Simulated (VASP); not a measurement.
# MgO (Periclase): exact exchange and RPA correlation, part 4 of 6

Aim: total energies of MgO (Periclase) from exact exchange and RPA correlation, beside cheaper functionals. The scan starts from a database cell scaled to its smallest volume. The cell is of the rock-salt type. The start is a cell from a database of measured crystal structures.

VASP 6.6.1, plane waves and PAW; the level of theory is named at each step.

So far. Step 16 (Orbitals, volume ratio 1): The run ends at a pressure of 3.04 GPa. Step 17 (Exact exchange, volume ratio 1): The Hartree-Fock energy on these orbitals is -10.6648 eV an atom.

The database entry behind the starting cell differs from other determinations of this structure, so it need not match the best structure at room temperature.

### 18. Empty bands, volume ratio 1

This step: PBE; plane waves and PAW (Mg_GW, O_GW) (VASP 6.6.1).

The empty bands are made again, for the run that follows.

INCAR

```
SYSTEM = MgO
PREC = Accurate
ENCUT = 560
ISMEAR = 0
SIGMA = 0.05
LREAL = .FALSE.
GGA = PE
NBANDS = 584
ALGO = Exact
NELM = 1
LWAVE = .TRUE.
LCHARG = .FALSE.
LOPTICS = .TRUE.
NEDOS = 1000
CSHIFT = 0.1
```

POSCAR

```
MgO
1.0
    0.0000000000      2.1085000000      2.1085000000
    2.1085000000      0.0000000000      2.1085000000
    2.1085000000      2.1085000000      0.0000000000
Mg O
1 1
Direct
    0.0000000000      0.0000000000      0.0000000000
    0.5000000000      0.5000000000      0.5000000000
```

KPOINTS

```
Automatic mesh
0
Gamma
4 4 4
0 0 0
```

PAW data sets: Mg_GW and O_GW (PBE family, release 64).

Command:

```
$ mpirun -np 8 vasp_std
```

Log:

```text
[banner, memory and clock lines left out]
running    8 mpi-ranks, on    1 nodes
[...]
[... a notice as in an earlier step ...]

 LDA part: xc-table for (Slater+PW92), standard interpolation
 found WAVECAR, reading the header
  number of bands has changed, file:    10 present:   584
  trying to continue reading WAVECAR, but it might fail
 POSCAR, INCAR and KPOINTS ok, starting setup
[...]
reading WAVECAR
 random initialization beyond band           10
 the WAVECAR file was read successfully
 initial charge from wavefunction
 entering main loop
       N       E                     dE             d eps       ncg     rms          rms(c)
DIA:   1    -0.119197E+02   -0.11920E+02    0.00000E+00     0   0.000E+00
   1 F= -.11919659E+02 E0= -.11919659E+02  d E =-.506326E-14
 writing wavefunctions
 optical routines
 imaginary and real dielectric function
 recalculating local potential from charge density
 direction            1
 direction            2
 direction            3
```

Elapsed: 3.6 s, on 8 MPI ranks of Intel Xeon Platinum 8488C (Sapphire Rapids), shared host; peak memory 0.98 GiB; 18 s of CPU time.

OUTCAR, selected parts (step 18):

```text
  Total        0.3556969      0.3556969      0.3556969      0.0000000      0.0000000     -0.0000000
  in kB       30.3976381     30.3976381     30.3976381      0.0000000      0.0000000     -0.0000000
  external PRESSURE =      30.3976381 kB  Pullay stress =       0.0000000 kB

 POSITION                                       TOTAL-FORCE (eV/Angst)
 -----------------------------------------------------------------------------------
      0.00000      0.00000      0.00000         0.000000     -0.000000     -0.000000
      2.10850      2.10850      2.10850        -0.000000      0.000000      0.000000
 -----------------------------------------------------------------------------------
    total drift:                               -0.000000     -0.000000      0.000000

  FREE ENERGIE OF THE ION-ELECTRON SYSTEM (eV)
  ---------------------------------------------------
  free  energy   TOTEN  =       -11.9196592694 eV

  energy  without entropy=      -11.9196592694  energy(sigma->0) =      -11.91965927

[... 1 part as in an earlier step ...]

[... 2 further parts left out ...]
[key lines of the parts left out:]
E-fermi :   3.4262
```

WAVECAR now holds 584 bands for 8 electrons.

### 19. RPA correlation, volume ratio 1

This step: RPA correlation on PBE orbitals; plane waves and PAW (Mg_GW, O_GW) (VASP 6.6.1).

RPA correlation at this point.

INCAR

```
SYSTEM = MgO
PREC = Accurate
ENCUT = 560
ISMEAR = 0
SIGMA = 0.05
LREAL = .FALSE.
GGA = PE
NBANDS = 584
ALGO = ACFDT
ENCUTGW = 200
NOMEGA = 12
PRECFOCK = Fast
LWAVE = .FALSE.
LCHARG = .FALSE.
```

POSCAR is that of step 18.

KPOINTS is that of step 18.

Command:

```
$ mpirun -np 8 vasp_std
```

Log:

```text
[banner, memory and clock lines left out]
running    8 mpi-ranks, on    1 nodes
[...]
[... a notice as in an earlier step ...]

 LDA part: xc-table for (Slater+PW92), standard interpolation
 found WAVECAR, reading the header
 POSCAR, INCAR and KPOINTS ok, starting setup
[...]
reading WAVECAR
 the WAVECAR file was read successfully
 initial charge from wavefunction
 available memory per node:     55.36 GB, setting MAXMEM to     56689

 The Fermi energy was updated, please check that it is located mid-gap
 values below the HOMO (VB) or above the LUMO (CB) will cause erroneous energies
 E-fermi :   5.5119

 the WAVEDER file was read successfully
 set NWRITE>2 for more details about minimax calculation
 number of imaginary grid points requested:      12
 number of distinct grids requested:  1
 quadrature errors minimized for energies in [ 0.468E+01, 0.566E+03 ]
 bosonic grid (T=0, re) determined with error: 0.3141E-08
 bosonic grid (re): 0.3141E-08
[...]
NQ=   2    0.2500    0.0000    0.0000,
|.........|.........|.........|.........
 performed       3562000 updates of chi_q(r,r)
 total number of BLAS operations        397.66 Gflops
NQ=   3    0.5000    0.0000    0.0000,
|.........|.........|.........|.........
 performed       5343000 updates of chi_q(r,r)
 total number of BLAS operations        602.92 Gflops
NQ=   4    0.2500    0.2500    0.0000,
|.........|.........|.........|.........
 performed       7124000 updates of chi_q(r,r)
 total number of BLAS operations        825.64 Gflops
NQ=   5    0.5000    0.2500    0.0000,
|.........|.........|.........|.........
 performed       8905000 updates of chi_q(r,r)
 total number of BLAS operations       1027.49 Gflops
NQ=   6   -0.2500    0.2500    0.0000,
|.........|.........|.........|.........
 performed      10686000 updates of chi_q(r,r)
 total number of BLAS operations       1250.21 Gflops
NQ=   7    0.5000    0.5000    0.0000,
|.........|.........|.........|.........
 performed      12467000 updates of chi_q(r,r)
 total number of BLAS operations       1442.01 Gflops
NQ=   8   -0.2500    0.5000    0.2500,
|.........|.........|.........|.........
 performed      14248000 updates of chi_q(r,r)
 total number of BLAS operations       1633.82 Gflops
 entering main loop
```

The job ended after 28 s (8 MPI ranks; peak memory 1.4 GiB; 2.9 min of CPU time).

From OUTCAR (step 19):

```text
      cutoff energy     smooth cutoff   RPA   correlation   Hartree contr. to MP2
---------------------------------------------------------------------------------
            200.000           160.000      -10.3354529266      -16.4789428848
            190.476           152.381      -10.1946445807      -16.2885695880
            181.406           145.125      -10.0442071118      -16.0815280838
            172.768           138.214       -9.8885941411      -15.8632268023
            164.541           131.632       -9.7285657243      -15.6346901897
            156.705           125.364       -9.5622290675      -15.3935317733
            149.243           119.394       -9.3859732456      -15.1336544473
            142.136           113.709       -9.2078770231      -14.8665484882
  linear regression

[... 2 parts as in an earlier step ...]

[... 2 further parts left out ...]
[key lines of the parts left out:]
E-fermi :   5.5119
```

The correlation energy is -6.0017 eV an atom, -18 meV against the point before. With exact exchange the total is -16.6665 eV an atom.

### 20. Comparison: r2SCAN, volume ratio 1

This step: r2SCAN; plane waves and PAW (Mg_GW, O_GW) (VASP 6.6.1).

The comparison at this point.

INCAR

```
SYSTEM = MgO
PREC = Accurate
ENCUT = 560
EDIFF = 1E-06
NELM = 100
ISMEAR = 0
SIGMA = 0.05
LREAL = .FALSE.
ALGO = Normal
METAGGA = R2SCAN
LASPH = .TRUE.
NBANDS = 10
LWAVE = .FALSE.
LCHARG = .FALSE.
KPAR = 8
```

POSCAR is that of step 19.

KPOINTS is that of step 19.

Command:

```
$ mpirun -np 8 vasp_std
```

Log:

```text
[... set-up lines as in an earlier step ...]
 entering main loop
       N       E                     dE             d eps       ncg     rms          rms(c)
DAV:   1     0.332309E+02    0.33231E+02   -0.53879E+03   176   0.807E+02
DAV:   2    -0.180538E+02   -0.51285E+02   -0.44319E+02   186   0.244E+02
DAV:   3    -0.199206E+02   -0.18667E+01   -0.18650E+01   214   0.438E+01
DAV:   4    -0.199356E+02   -0.15068E-01   -0.15066E-01   182   0.403E+00
[...]
DAV:  11    -0.161825E+02   -0.79581E-05   -0.39053E-05   236   0.603E-02    0.612E-03
DAV:  12    -0.161826E+02   -0.16297E-05   -0.20204E-06   106   0.157E-02    0.229E-03
DAV:  13    -0.161826E+02   -0.12438E-06   -0.40098E-07    96   0.608E-03
   1 F= -.16182551E+02 E0= -.16182551E+02  d E =-.567417E-15
```

Run time: 7.8 s. Hardware: 8 MPI ranks; peak memory 1 GiB; 45 s of CPU time.

OUTCAR, selected parts (step 20):

```text
  Total       -0.3613632     -0.3613632     -0.3613632      0.0000000      0.0000000     -0.0000000
  in kB      -30.8818742    -30.8818742    -30.8818742      0.0000000      0.0000000     -0.0000000
  external PRESSURE =     -30.8818742 kB  Pullay stress =       0.0000000 kB

 POSITION                                       TOTAL-FORCE (eV/Angst)
 -----------------------------------------------------------------------------------
      0.00000      0.00000      0.00000        -0.000000      0.000000      0.000000
      2.10850      2.10850      2.10850         0.000000     -0.000000     -0.000000
 -----------------------------------------------------------------------------------
    total drift:                               -0.000000     -0.000000      0.000000

  FREE ENERGIE OF THE ION-ELECTRON SYSTEM (eV)
  ---------------------------------------------------
  free  energy   TOTEN  =       -16.1825509811 eV

  energy  without entropy=      -16.1825509811  energy(sigma->0) =      -16.18255098

[... 2 parts as in an earlier step ...]

[... 1 further part left out ...]
[key lines of the parts left out:]
E-fermi :   3.0181
```

Its energy is -8.0913 eV an atom, on a zero of its own.

### 21. Orbitals for comparison: HSE06, volume ratio 1

This step: PBE; plane waves and PAW (Mg_GW, O_GW) (VASP 6.6.1).

Starting orbitals, as before.

INCAR

```
SYSTEM = MgO
PREC = Accurate
ENCUT = 560
EDIFF = 1E-05
NELM = 100
ISMEAR = 0
SIGMA = 0.05
LREAL = .FALSE.
ALGO = Normal
GGA = PE
NBANDS = 10
LORBIT = 11
LWAVE = .TRUE.
LCHARG = .FALSE.
KPAR = 8
```

POSCAR is that of step 20.

KPOINTS is that of step 20.

Command:

```
$ mpirun -np 8 vasp_std
```

Log:

```text
[... set-up lines as in an earlier step ...]
 entering main loop
       N       E                     dE             d eps       ncg     rms          rms(c)
[... 10 cycles as in an earlier step ...]
DAV:  11    -0.119197E+02   -0.47536E-06   -0.67188E-06   108   0.298E-02
   1 F= -.11919659E+02 E0= -.11919659E+02  d E =-.929409E-15
 writing wavefunctions
```

Run time: 2.4 s. Hardware: 8 MPI ranks; peak memory 1 GiB.

From OUTCAR (step 21):

```text
  Total        0.3469448      0.3469448      0.3469448     -0.0000000      0.0000000     -0.0000000
  in kB       29.6496918     29.6496918     29.6496918     -0.0000000      0.0000000     -0.0000000
  external PRESSURE =      29.6496918 kB  Pullay stress =       0.0000000 kB

 POSITION                                       TOTAL-FORCE (eV/Angst)
 -----------------------------------------------------------------------------------
      0.00000      0.00000      0.00000        -0.000000     -0.000000      0.000000
      2.10850      2.10850      2.10850         0.000000      0.000000     -0.000000
 -----------------------------------------------------------------------------------
    total drift:                               -0.000000     -0.000000      0.000000

  FREE ENERGIE OF THE ION-ELECTRON SYSTEM (eV)
  ---------------------------------------------------
  free  energy   TOTEN  =       -11.9196594100 eV

  energy  without entropy=      -11.9196594100  energy(sigma->0) =      -11.91965941

[... 2 parts as in an earlier step ...]

[... 1 further part left out ...]
[key lines of the parts left out:]
E-fermi :   3.4352
```

The run ends at a pressure of 2.96 GPa.

### 22. Comparison: HSE06, volume ratio 1

This step: HSE06; plane waves and PAW (Mg_GW, O_GW) (VASP 6.6.1).

The comparison at this point.

INCAR

```
SYSTEM = MgO
PREC = Accurate
ENCUT = 560
EDIFF = 1E-06
NELM = 100
ISMEAR = 0
SIGMA = 0.05
LREAL = .FALSE.
ALGO = Normal
LHFCALC = .TRUE.
AEXX = 0.25
GGA = PE
HFSCREEN = 0.2
LASPH = .TRUE.
NBANDS = 10
PRECFOCK = Fast
LWAVE = .FALSE.
LCHARG = .FALSE.
KPAR = 8
```

POSCAR is that of step 21.

KPOINTS is that of step 21.

The run starts from files that an earlier step left in the folder.

Command:

```
$ mpirun -np 8 vasp_std
```

Log:

```text
[... set-up lines as in an earlier step ...]
 entering main loop
       N       E                     dE             d eps       ncg     rms          rms(c)
DAV:   1    -0.142566E+02   -0.14257E+02   -0.32415E-01   180   0.757E+00    0.314E-01
DAV:   2    -0.142577E+02   -0.11089E-02   -0.21076E-03   228   0.480E-01    0.217E-01
DAV:   3    -0.142572E+02    0.57494E-03   -0.36469E-04   192   0.127E-01    0.137E-01
DAV:   4    -0.142570E+02    0.18008E-03   -0.80344E-05   208   0.145E-01    0.818E-02
DAV:   5    -0.142569E+02    0.61495E-04   -0.23493E-05   210   0.103E-01    0.463E-02
DAV:   6    -0.142569E+02    0.19949E-04   -0.78909E-06   210   0.569E-02    0.264E-02
DAV:   7    -0.142569E+02    0.65506E-05   -0.27413E-06   174   0.293E-02    0.154E-02
DAV:   8    -0.142569E+02    0.21049E-05   -0.95403E-07   104   0.168E-02    0.907E-03
DAV:   9    -0.142569E+02    0.60561E-06   -0.40763E-07    80   0.103E-02
   1 F= -.14256886E+02 E0= -.14256886E+02  d E =-.978941E-11
```

Run time: 10 s. Hardware: 8 MPI ranks; peak memory 1.7 GiB; 61 s of CPU time.

OUTCAR, selected parts (step 22):

```text
 POSITION                                       TOTAL-FORCE (eV/Angst)
 -----------------------------------------------------------------------------------
      0.00000      0.00000      0.00000        -0.000000     -0.000000      0.000000
      2.10850      2.10850      2.10850         0.000000      0.000000     -0.000000
 -----------------------------------------------------------------------------------
    total drift:                                0.000011      0.000016      0.000016

  FREE ENERGIE OF THE ION-ELECTRON SYSTEM (eV)
  ---------------------------------------------------
  free  energy   TOTEN  =       -14.2568856630 eV

  energy  without entropy=      -14.2568856629  energy(sigma->0) =      -14.25688566

[... 2 parts as in an earlier step ...]

[... 1 further part left out ...]
[key lines of the parts left out:]
E-fermi :   2.1119
```

Its energy is -7.1284 eV an atom, on a zero of its own.

### 23. Orbitals, volume ratio 1.03

This step: PBE; plane waves and PAW (Mg_GW, O_GW) (VASP 6.6.1).

The same chain follows at a volume ratio of 1.03.

INCAR

```
SYSTEM = MgO
PREC = Accurate
ENCUT = 560
EDIFF = 1E-08
NELM = 100
ISMEAR = 0
SIGMA = 0.05
LREAL = .FALSE.
ALGO = Normal
GGA = PE
NBANDS = 10
LORBIT = 11
LWAVE = .TRUE.
LCHARG = .FALSE.
KPAR = 8
```

POSCAR

```
MgO
1.0
    0.0000000000      2.1293775954      2.1293775954
    2.1293775954      0.0000000000      2.1293775954
    2.1293775954      2.1293775954      0.0000000000
Mg O
1 1
Direct
    0.0000000000      0.0000000000      0.0000000000
    0.5000000000      0.5000000000      0.5000000000
```

KPOINTS is that of step 22.

Command:

```
$ mpirun -np 8 vasp_std
```

Log:

```text
[... set-up lines as in an earlier step ...]
 entering main loop
       N       E                     dE             d eps       ncg     rms          rms(c)
DAV:   1     0.436067E+02    0.43607E+02   -0.50285E+03   168   0.792E+02
DAV:   2    -0.108555E+02   -0.54462E+02   -0.49650E+02   172   0.220E+02
DAV:   3    -0.134597E+02   -0.26042E+01   -0.26011E+01   216   0.471E+01
DAV:   4    -0.134842E+02   -0.24475E-01   -0.24473E-01   200   0.521E+00
[...]
DAV:  13    -0.119225E+02    0.65085E-07   -0.15676E-07   244   0.502E-03    0.137E-04
DAV:  14    -0.119225E+02    0.25548E-07   -0.13875E-09   108   0.545E-04    0.134E-05
DAV:  15    -0.119225E+02    0.43095E-08   -0.15150E-10   102   0.221E-04
   1 F= -.11922520E+02 E0= -.11922520E+02  d E =-.203364E-15
 writing wavefunctions
```

It took 2.2 s on 8 MPI ranks; peak memory 1 GiB; 10 s of CPU time.

From OUTCAR (step 23):

```text
  Total       -0.1865348     -0.1865348     -0.1865348      0.0000000      0.0000000      0.0000000
  in kB      -15.4768420    -15.4768420    -15.4768420      0.0000000      0.0000000      0.0000000
  external PRESSURE =     -15.4768420 kB  Pullay stress =       0.0000000 kB

 POSITION                                       TOTAL-FORCE (eV/Angst)
 -----------------------------------------------------------------------------------
      0.00000      0.00000      0.00000        -0.000000      0.000000     -0.000000
      2.12938      2.12938      2.12938         0.000000     -0.000000      0.000000
 -----------------------------------------------------------------------------------
    total drift:                               -0.000000     -0.000000      0.000000

  FREE ENERGIE OF THE ION-ELECTRON SYSTEM (eV)
  ---------------------------------------------------
  free  energy   TOTEN  =       -11.9225199455 eV

  energy  without entropy=      -11.9225199455  energy(sigma->0) =      -11.92251995

[... 1 part as in an earlier step ...]

[... 2 further parts left out ...]
[key lines of the parts left out:]
E-fermi :   3.2241
```

The run ends at a pressure of -1.55 GPa.

### 24. Exact exchange, volume ratio 1.03

This step: Hartree-Fock energy on PBE orbitals; plane waves and PAW (Mg_GW, O_GW) (VASP 6.6.1).

Exact exchange at this point.

INCAR

```
SYSTEM = MgO
PREC = Accurate
ENCUT = 560
ISMEAR = 0
SIGMA = 0.05
LREAL = .FALSE.
GGA = PE
NBANDS = 10
ALGO = Eigenval
NELM = 1
LHFCALC = .TRUE.
AEXX = 1
ALDAC = 0
AGGAC = 0
PRECFOCK = Normal
LWAVE = .FALSE.
LCHARG = .FALSE.
```

POSCAR is that of step 23.

KPOINTS is that of step 23.

The WAVECAR or CHGCAR of an earlier step is read.

Command:

```
$ mpirun -np 8 vasp_std
```

Log:

```text
[... set-up lines as in an earlier step ...]
 entering main loop
       N       E                     dE             d eps       ncg     rms          rms(c)
EIG:   1    -0.212986E+02   -0.21299E+02    0.00000E+00     0   0.000E+00
   1 F= -.21298625E+02 E0= -.21298625E+02  d E =-.497323E-37
```

Run time: 5 s. Hardware: 8 MPI ranks; peak memory 0.83 GiB.

From OUTCAR (step 24):

```text
 POSITION                                       TOTAL-FORCE (eV/Angst)
 -----------------------------------------------------------------------------------
      0.00000      0.00000      0.00000         0.000000      0.000000      0.000000
      2.12938      2.12938      2.12938        -0.000000     -0.000000     -0.000000
 -----------------------------------------------------------------------------------
    total drift:                               -0.000000     -0.000000     -0.000000

  FREE ENERGIE OF THE ION-ELECTRON SYSTEM (eV)
  ---------------------------------------------------
  free  energy   TOTEN  =       -21.2986246913 eV

  energy  without entropy=      -21.2986246913  energy(sigma->0) =      -21.29862469

[... 2 parts as in an earlier step ...]

[... 1 further part left out ...]
[key lines of the parts left out:]
E-fermi :   3.3976
```

The Hartree-Fock energy on these orbitals is -10.6493 eV an atom.

### 25. Empty bands, volume ratio 1.03

This step: PBE; plane waves and PAW (Mg_GW, O_GW) (VASP 6.6.1).

The empty bands are made again, for the run that follows.

INCAR

```
SYSTEM = MgO
PREC = Accurate
ENCUT = 560
ISMEAR = 0
SIGMA = 0.05
LREAL = .FALSE.
GGA = PE
NBANDS = 600
ALGO = Exact
NELM = 1
LWAVE = .TRUE.
LCHARG = .FALSE.
LOPTICS = .TRUE.
NEDOS = 1000
CSHIFT = 0.1
```

POSCAR is that of step 24.

KPOINTS is that of step 24.

Command:

```
$ mpirun -np 8 vasp_std
```

Log:

```text
[banner, memory and clock lines left out]
running    8 mpi-ranks, on    1 nodes
[...]
[... a notice as in an earlier step ...]

 LDA part: xc-table for (Slater+PW92), standard interpolation
 found WAVECAR, reading the header
  number of bands has changed, file:    10 present:   600
  trying to continue reading WAVECAR, but it might fail
 POSCAR, INCAR and KPOINTS ok, starting setup
[...]
reading WAVECAR
 random initialization beyond band           10
 the WAVECAR file was read successfully
 initial charge from wavefunction
 entering main loop
       N       E                     dE             d eps       ncg     rms          rms(c)
DIA:   1    -0.119225E+02   -0.11923E+02    0.00000E+00     0   0.000E+00
   1 F= -.11922520E+02 E0= -.11922520E+02  d E =-.432121E-13
 writing wavefunctions
 optical routines
 imaginary and real dielectric function
 recalculating local potential from charge density
 direction            1
 direction            2
 direction            3
```

It took 3.2 s on 8 MPI ranks; peak memory 0.97 GiB.

OUTCAR, selected parts (step 25):

```text
  Total       -0.1866282     -0.1866282     -0.1866282     -0.0000000     -0.0000000     -0.0000000
  in kB      -15.4845909    -15.4845909    -15.4845909     -0.0000000     -0.0000000     -0.0000000
  external PRESSURE =     -15.4845909 kB  Pullay stress =       0.0000000 kB

 POSITION                                       TOTAL-FORCE (eV/Angst)
 -----------------------------------------------------------------------------------
      0.00000      0.00000      0.00000        -0.000000     -0.000000     -0.000000
      2.12938      2.12938      2.12938         0.000000      0.000000      0.000000
 -----------------------------------------------------------------------------------
    total drift:                               -0.000000     -0.000000      0.000000

  FREE ENERGIE OF THE ION-ELECTRON SYSTEM (eV)
  ---------------------------------------------------
  free  energy   TOTEN  =       -11.9225199448 eV

  energy  without entropy=      -11.9225199448  energy(sigma->0) =      -11.92251994

[... 1 part as in an earlier step ...]

[... 2 further parts left out ...]
[key lines of the parts left out:]
E-fermi :   3.1982
```

WAVECAR now holds 600 bands for 8 electrons.

[end of part 4 of 6]

[Long decimals in the printed logs are rounded to 6 places.]

[Lines on the potential files, build, host, timing and source positions are cut from VASP's logs without a mark.]

[Logs are printed without paths, hosts, clocks, repeated set-up lines and the standing remarks that a program may print on its own settings, such as how far it seeks lower states.]

[Hosts, paths, dates, database ids (printed as entryN), source tags and the programs' standing remarks are cut or masked in the printed files.]

[Measured values are set beside computed ones only where the two were judged alike; some that the calculation misses by far are left out.]

[Pressures printed for these runs are not shown converged in the cutoff: they can be off by several GPa and have the wrong sign.]
